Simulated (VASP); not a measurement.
Output of a VASP run:

### OSZICAR
```
       N       E                     dE             d eps       ncg     rms          rms(c)
DAV:   1     0.111007134273E+03    0.11101E+03   -0.80280E+03   638   0.144E+03
DAV:   2     0.445735027834E+01   -0.10655E+03   -0.98731E+02   720   0.339E+02
DAV:   3    -0.630510052196E+01   -0.10762E+02   -0.10633E+02   798   0.109E+02
DAV:   4    -0.661311405712E+01   -0.30801E+00   -0.30760E+00   749   0.192E+01
DAV:   5    -0.661969836804E+01   -0.65843E-02   -0.65835E-02   914   0.296E+00    0.329E+00
DAV:   6    -0.914749331193E+01   -0.25278E+01   -0.53224E+00   641   0.353E+01    0.120E+00
DAV:   7    -0.921538271281E+01   -0.67889E-01   -0.42788E-01   734   0.113E+01    0.717E-01
DAV:   8    -0.934447605129E+01   -0.12909E+00   -0.18729E-01   659   0.558E+00    0.688E-01
DAV:   9    -0.937376210729E+01   -0.29286E-01   -0.14808E-02   683   0.171E+00    0.551E-01
DAV:  10    -0.938050262006E+01   -0.67405E-02   -0.86845E-03   656   0.113E+00    0.135E-01
DAV:  11    -0.938402626086E+01   -0.35236E-02   -0.15620E-03   743   0.469E-01    0.930E-02
DAV:  12    -0.938356279679E+01    0.46346E-03   -0.32240E-04   725   0.236E-01    0.766E-02
DAV:  13    -0.938408655821E+01   -0.52376E-03   -0.20152E-04   680   0.221E-01    0.225E-02
DAV:  14    -0.938413652508E+01   -0.49967E-04   -0.22917E-05   707   0.791E-02    0.114E-02
DAV:  15    -0.938413671351E+01   -0.18842E-06   -0.27951E-06   740   0.239E-02    0.784E-03
DAV:  16    -0.938413981628E+01   -0.31028E-05   -0.21496E-06   653   0.236E-02    0.196E-03
DAV:  17    -0.938413972748E+01    0.88791E-07   -0.36652E-07   740   0.738E-03
   1 F= -.93841397E+01 E0= -.93841397E+01  d E =-.198952E-19
```

### OUTCAR
```
------------------------ aborting loop because EDIFF is reached ----------------------------------------
  FORCE on cell =-STRESS in cart. coord.  units (eV):
  Direction    XX          YY          ZZ          XY          YZ          ZX
  --------------------------------------------------------------------------------------
  Total       -0.0022900     -0.0022900     -0.0022900      0.0000000     -0.0000000     -0.0000000
  in kB       -0.0808996     -0.0808996     -0.0808996      0.0000000     -0.0000000     -0.0000000
  external PRESSURE =      -0.0808996 kB  Pullay stress =       0.0000000 kB
  volume of cell :       45.35
      direct lattice vectors                 reciprocal lattice vectors
     0.000000000  2.830436277  2.830436277    -0.176651212  0.176651212  0.176651212
     2.830436277  0.000000000  2.830436277     0.176651212 -0.176651212  0.176651212
     2.830436277  2.830436277  0.000000000     0.176651212  0.176651212 -0.176651212
  FREE ENERGIE OF THE ION-ELECTRON SYSTEM (eV)
  ---------------------------------------------------
  free  energy   TOTEN  =        -9.3841397275 eV

  energy  without entropy=       -9.3841397275  energy(sigma->0) =       -9.38413973
```
(Selected blocks of OUTCAR.)

### POSCAR
```
NaCl
1
    0.0000000000     2.8304362766     2.8304362766
    2.8304362766     0.0000000000     2.8304362766
    2.8304362766     2.8304362766     0.0000000000
Na Cl
1 1
Direct
  0.0000000000   0.0000000000   0.0000000000
  0.5000000000   0.5000000000   0.5000000000
```

**Question.** Reconstruct the remaining input files.

**Answer.** Several could match; the one computed here: the input of the run itself, revTPSS meta-GGA, plane waves, VASP's PBE PAW potentials (set 64).

### INCAR
```
SYSTEM = NaCl
PREC = Accurate
ENCUT = 520
EDIFF = 1E-7
NELM = 100
ALGO = Normal
LREAL = .FALSE.
LASPH = .TRUE.
ISMEAR = 0
SIGMA = 0.05
METAGGA = RTPSS
LMIXTAU = .TRUE.
LWAVE = .FALSE.
LCHARG = .FALSE.
ISIF = 2
```

**KPOINTS**
```
Automatic mesh
0
gamma
  8 8 8
0 0 0
```

POTCAR, in this order: Na_pv Cl (PBE.64 set). Program: vasp_std.

The compound is NaCl in the rock salt structure. It was relaxed first.
